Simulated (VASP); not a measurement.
Output of a VASP run:

**OSZICAR**
```
       N       E                     dE             d eps       ncg     rms          rms(c)
DAV:   1     0.206257581849E+03    0.20626E+03   -0.12078E+04  7200   0.178E+03
DAV:   2    -0.958654211869E+01   -0.21584E+03   -0.20865E+03  7208   0.380E+02
DAV:   3    -0.257209167824E+02   -0.16134E+02   -0.14978E+02  7808   0.135E+02
DAV:   4    -0.261112862054E+02   -0.39037E+00   -0.38751E+00  8344   0.212E+01
DAV:   5    -0.261234155380E+02   -0.12129E-01   -0.12125E-01  9312   0.305E+00    0.194E+01
DAV:   6    -0.271666912730E+02   -0.10433E+01   -0.75676E+01  8088   0.142E+02    0.214E+01
DAV:   7    -0.219363877552E+02    0.52303E+01   -0.22277E+01  7968   0.772E+01    0.241E+00
DAV:   8    -0.219449470161E+02   -0.85593E-02   -0.62099E-01  7824   0.749E+00    0.170E+00
DAV:   9    -0.219236250470E+02    0.21322E-01   -0.57235E-02  9280   0.391E+00    0.787E-01
DAV:  10    -0.219259900021E+02   -0.23650E-02   -0.17428E-02  9472   0.427E+00    0.658E-01
DAV:  11    -0.219243343506E+02    0.16557E-02   -0.78089E-03  9192   0.339E+00    0.260E-01
DAV:  12    -0.219246836343E+02   -0.34928E-03   -0.57557E-03  9864   0.124E+00    0.105E-01
DAV:  13    -0.219248118854E+02   -0.12825E-03   -0.24348E-03  7528   0.601E-01    0.495E-02
DAV:  14    -0.219248536639E+02   -0.41779E-04   -0.19917E-03  7408   0.420E-01    0.393E-02
DAV:  15    -0.219248007931E+02    0.52871E-04   -0.14957E-03  7440   0.332E-01    0.243E-02
DAV:  16    -0.219248211324E+02   -0.20339E-04   -0.14875E-03  7360   0.308E-01    0.239E-02
DAV:  17    -0.219247595424E+02    0.61590E-04   -0.77684E-04  7360   0.230E-01    0.105E-02
DAV:  18    -0.219247658410E+02   -0.62986E-05   -0.33787E-04  7392   0.169E-01    0.993E-03
DAV:  19    -0.219247563114E+02    0.95296E-05   -0.26409E-04  7400   0.142E-01    0.691E-03
DAV:  20    -0.219247525705E+02    0.37409E-05   -0.12946E-04  7416   0.100E-01    0.476E-03
DAV:  21    -0.219247514414E+02    0.11291E-05   -0.73551E-05  7472   0.805E-02    0.379E-03
DAV:  22    -0.219247507361E+02    0.70534E-06   -0.51009E-05  7384   0.626E-02    0.325E-03
DAV:  23    -0.219247489675E+02    0.17686E-05   -0.24482E-05  7432   0.444E-02    0.150E-03
DAV:  24    -0.219247487858E+02    0.18177E-06   -0.97066E-06  7488   0.288E-02
   1 F= -.21924749E+02 E0= -.21922296E+02  d E =-.490494E-02  mag=     0.0000     0.0000     0.7427
       N       E                     dE             ncg
```

### OUTCAR
```
------------------------ aborting loop because EDIFF is reached ----------------------------------------
  FORCE on cell =-STRESS in cart. coord.  units (eV):
  Direction    XX          YY          ZZ          XY          YZ          ZX
  --------------------------------------------------------------------------------------
  Total        0.0196528      0.0196528      0.0198333      0.0000003      0.0000000      0.0000000
  in kB        0.6954829      0.6954829      0.7018730      0.0000106      0.0000000      0.0000000
  external PRESSURE =       0.6976130 kB  Pullay stress =       0.0000000 kB
  volume of cell :       45.27
      direct lattice vectors                 reciprocal lattice vectors
     3.564094272  0.000000000  0.000000000     0.280576192  0.000000000  0.000000000
     0.000000000  3.564094272  0.000000000     0.000000000  0.280576192  0.000000000
     0.000000000  0.000000000  3.564094272     0.000000000  0.000000000  0.280576192
 POSITION                                       TOTAL-FORCE (eV/Angst)
 -----------------------------------------------------------------------------------
      0.00000      0.00000      0.00000         0.000000      0.000000      0.000000
      0.00000      1.78205      1.78205         0.000000      0.000000      0.000000
      1.78205      0.00000      1.78205         0.000000      0.000000      0.000000
      1.78205      1.78205      0.00000         0.000000      0.000000      0.000000
 -----------------------------------------------------------------------------------
    total drift:                                0.000000     -0.000000     -0.000000
  FREE ENERGIE OF THE ION-ELECTRON SYSTEM (eV)
  ---------------------------------------------------
  free  energy   TOTEN  =       -21.9247487858 eV

  energy  without entropy=      -21.9198438427  energy(sigma->0) =      -21.92229631

 total charge

# of ion       s       p       d       tot
------------------------------------------
    1        0.409   0.391   0.000   0.800
    2        0.492   0.514   8.374   9.381
    3        0.492   0.514   8.374   9.381
    4        0.492   0.514   8.374   9.380
--------------------------------------------------
tot          1.885   1.934  25.122  28.941

 magnetization (x)

# of ion       s       p       d       tot
------------------------------------------
    1        0.000   0.000   0.000   0.000
    2        0.000  -0.000   0.000   0.000
    3        0.000  -0.000   0.000  -0.000
    4        0.000   0.000   0.000   0.000
--------------------------------------------------
tot          0.000   0.000   0.000   0.000

 magnetization (y)

# of ion       s       p       d       tot
------------------------------------------
    1        0.000   0.000   0.000   0.000
    2        0.000   0.000   0.000   0.000
    3        0.000   0.000   0.000   0.000
    4       -0.000   0.000   0.000   0.000
--------------------------------------------------
tot         -0.000   0.000   0.000   0.000

 magnetization (z)

# of ion       s       p       d       tot
------------------------------------------
    1       -0.001  -0.008   0.000  -0.009
    2       -0.003  -0.010   0.278   0.265
    3       -0.003  -0.010   0.278   0.265
    4       -0.003  -0.010   0.279   0.266
--------------------------------------------------
tot         -0.010  -0.038   0.835   0.787

...
```
(Selected blocks of OUTCAR.)

File POSCAR:
```
Ni3Al
1
    3.5640942717     0.0000000000     0.0000000000
    0.0000000000     3.5640942717     0.0000000000
   -0.0000000000     0.0000000000     3.5640942717
Al Ni
1 3
Direct
  0.0000000000   0.0000000000   0.0000000000
  0.0000000000   0.5000000000   0.5000000000
  0.5000000000   0.0000000000   0.5000000000
  0.5000000000   0.5000000000   0.0000000000
```

Q: Reconstruct the remaining input files.

A: This is not unique; one that fits is the input of the run itself, PBE GGA with spin-orbit coupling, plane waves, VASP's PBE PAW potentials (set 64).

**INCAR**
```
SYSTEM = Ni3Al
PREC = Accurate
ENCUT = 400
EDIFF = 1E-6
NELM = 100
ALGO = Normal
LREAL = .FALSE.
LASPH = .TRUE.
ISMEAR = 0
SIGMA = 0.05
GGA = PE
LMAXMIX = 4
MAGMOM = 0 0 -0.0 0 0 0.3 0 0 0.3 0 0 0.3
LORBIT = 11
LWAVE = .FALSE.
LCHARG = .FALSE.
LSORBIT = .TRUE.
GGA_COMPAT = .FALSE.
```

KPOINTS_OPT:
```
k-points along high-symmetry lines
8
Line-mode
Reciprocal
  0.000000   0.000000   0.000000 ! GAMMA
  0.000000   0.500000   0.000000 ! X

  0.000000   0.500000   0.000000 ! X
  0.500000   0.500000   0.000000 ! M

  0.500000   0.500000   0.000000 ! M
  0.000000   0.000000   0.000000 ! GAMMA

  0.000000   0.000000   0.000000 ! GAMMA
  0.500000   0.500000   0.500000 ! R

  0.500000   0.500000   0.500000 ! R
  0.000000   0.500000   0.000000 ! X

  0.500000   0.500000   0.500000 ! R
  0.500000   0.500000   0.000000 ! M
```

**KPOINTS**
```
Regular mesh
0
G
 8 8 8
```

POTCAR, in this order: Al Ni (PBE.64 set). Program: vasp_ncl.

The compound is Ni3Al in the L1_2 structure. It was relaxed first.
